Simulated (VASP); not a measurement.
Computed with LDA (Ceperley-Alder, Perdew-Zunger), VASP's LDA PAW potentials (set 64) (plane waves; VASP).

A VASP calculation is set up with these files.

### INCAR
```
ALGO = Normal
EDIFF = 1E-6
ENCUT = 300
ISIF = 2
ISMEAR = -1
LASPH = T
LCHARG = F
LMAXMIX = 4
LREAL = F
LWAVE = F
NELM = 100
PREC = Accurate
SIGMA = 0.1
SYSTEM = Be5Co
```

File POSCAR:
```
Be5Co
5.6524920
  0.0000000000   0.5000000000   0.5000000000
  0.5000000000   0.0000000000   0.5000000000
  0.5000000000   0.5000000000   0.0000000000
Be Co
5 1
Direct
  0.2500000000   0.2500000000   0.2500000000
  0.6255700000   0.6255700000   0.1232900000
  0.6255700000   0.1232900000   0.6255700000
  0.6255700000   0.6255700000   0.6255700000
  0.1232900000   0.6255700000   0.6255700000
  0.0000000000   0.0000000000   0.0000000000
```

File KPOINTS:
```
Automatic mesh
0
Gamma
8 8 8
0 0 0
```

POTCAR, in this order: Be Co (LDA.64 set). Program: vasp_std.

What VASP printed:

OSZICAR:
```
       N       E                     dE             d eps       ncg     rms          rms(c)
DAV:   1     0.401147856623E+02    0.40115E+02   -0.54568E+03   770   0.863E+02
DAV:   2    -0.344619496851E+02   -0.74577E+02   -0.71738E+02   767   0.214E+02
DAV:   3    -0.389637119484E+02   -0.45018E+01   -0.42857E+01  1058   0.529E+01
DAV:   4    -0.390261662710E+02   -0.62454E-01   -0.62383E-01   850   0.651E+00
DAV:   5    -0.390275107670E+02   -0.13445E-02   -0.13443E-02  1037   0.962E-01    0.277E+01
DAV:   6    -0.700574997305E+02   -0.31030E+02   -0.33814E+02   803   0.326E+02    0.794E+01
DAV:   7    -0.355353264931E+02    0.34522E+02   -0.80364E+01   894   0.122E+02    0.173E+01
DAV:   8    -0.304488611487E+02    0.50865E+01   -0.12228E+01  1053   0.889E+01    0.680E+00
DAV:   9    -0.305112357963E+02   -0.62375E-01   -0.82319E-01   784   0.766E+00    0.426E+00
DAV:  10    -0.304719694497E+02    0.39266E-01   -0.66551E-02  1171   0.457E+00    0.146E+00
DAV:  11    -0.304671936663E+02    0.47758E-02   -0.13475E-02  1134   0.193E+00    0.587E-01
DAV:  12    -0.304669967061E+02    0.19696E-03   -0.47454E-04  1150   0.267E-01    0.199E-01
DAV:  13    -0.304668868969E+02    0.10981E-03   -0.32673E-04  1054   0.346E-01    0.539E-02
DAV:  14    -0.304668863654E+02    0.53150E-06   -0.11763E-05   859   0.326E-02    0.112E-02
DAV:  15    -0.304668861588E+02    0.20654E-06   -0.30165E-07   407   0.100E-02
   1 F= -.30466886E+02 E0= -.30427659E+02  d E =-.784546E-01
```

File OUTCAR:
```
------------------------ aborting loop because EDIFF is reached ----------------------------------------
  FORCE on cell =-STRESS in cart. coord.  units (eV):
  Direction    XX          YY          ZZ          XY          YZ          ZX
  --------------------------------------------------------------------------------------
  Total        0.8406219      0.8406219      0.8406219      0.0000000      0.0000000      0.0000000
  in kB       29.8298715     29.8298715     29.8298715      0.0000000      0.0000000      0.0000000
  external PRESSURE =      29.8298715 kB  Pullay stress =       0.0000000 kB
  volume of cell :       45.15
      direct lattice vectors                 reciprocal lattice vectors
     0.000000000  2.826246000  2.826246000    -0.176913121  0.176913121  0.176913121
     2.826246000  0.000000000  2.826246000     0.176913121 -0.176913121  0.176913121
     2.826246000  2.826246000  0.000000000     0.176913121  0.176913121 -0.176913121
 POSITION                                       TOTAL-FORCE (eV/Angst)
 -----------------------------------------------------------------------------------
      1.41312      1.41312      1.41312         0.000000     -0.000000     -0.000000
      2.11646      2.11646      3.53603        -0.003639     -0.003639      0.003639
      2.11646      3.53603      2.11646        -0.003639      0.003639     -0.003639
      3.53603      3.53603      3.53603         0.003639      0.003639      0.003639
      3.53603      2.11646      2.11646         0.003639     -0.003639     -0.003639
      0.00000      0.00000      0.00000         0.000000     -0.000000     -0.000000
 -----------------------------------------------------------------------------------
    total drift:                                0.000001      0.000001      0.000001
  FREE ENERGIE OF THE ION-ELECTRON SYSTEM (eV)
  ---------------------------------------------------
  free  energy   TOTEN  =       -30.4668861588 eV

  energy  without entropy=      -30.3884315670  energy(sigma->0) =      -30.42765886
```
(Selected blocks of OUTCAR.)

At this cut-off the stress carries a Pulay error, which pulls relaxed volumes low.

The structure comes from a computed database's Be5Co entry (F-43m); how it stands against other phases isn't given here. The cell was not relaxed at this level, and its volume differs by -5.9 % from the start's. The run is not spin-polarised, so no magnetic state was tried. The electron count is odd and the run is not spin-polarised, which forces a metal.
